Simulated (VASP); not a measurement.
PmTe:

```
Pm Te
1.0
     4.18125    0.00000    0.00000
    -2.09062    3.62107    0.00000
     0.00000    0.00000    4.08069
Pm Te
1 1
Direct
  0.00000 0.00000 0.00000
  0.66667 0.33333 0.50000
```

The cell comes from a database or a generator and needn't be the stable form of this composition.

Base run:

```yaml
Program: VASP 6.6.1
Functional: LDA
Potentials_or_basis: VASP PAW PBE potentials, release 64 (Pm, Te)
Cutoff: 520 eV
k_mesh: 5 × 5 × 5
Occupations: gaussian, width 0.05 eV
Spin: collinear spin, ferromagnetic start
Starting_moments: "[4.0, 0.0] μB"
Hubbard_terms: Pm f U = 6 eV
```

Its results: band gap on the k mesh none (metal or under the smearing width); pressure -1.2 GPa; net moment 4.79 μB per cell; site moments Pm +4.30; Te -0.04 μB.

Problem. The run is repeated on the same cell with these changes: hubbard terms from Pm f U = 6 eV to Pm f U = 5 eV. What comes out?

Solution. Band gap on the k mesh none (metal or under the smearing width); pressure -0.4 GPa; net moment 4.79 μB per cell; site moments Pm +4.35; Te -0.04 μB.

Caveats: the magnetic or orbital state may not be the lowest; the PAW data sets were made with another functional, which shifts forces and pressure a little; spin-orbit coupling is left out, which moves the levels of the heavy elements; the U is typed as a test and isn't derived for this compound.
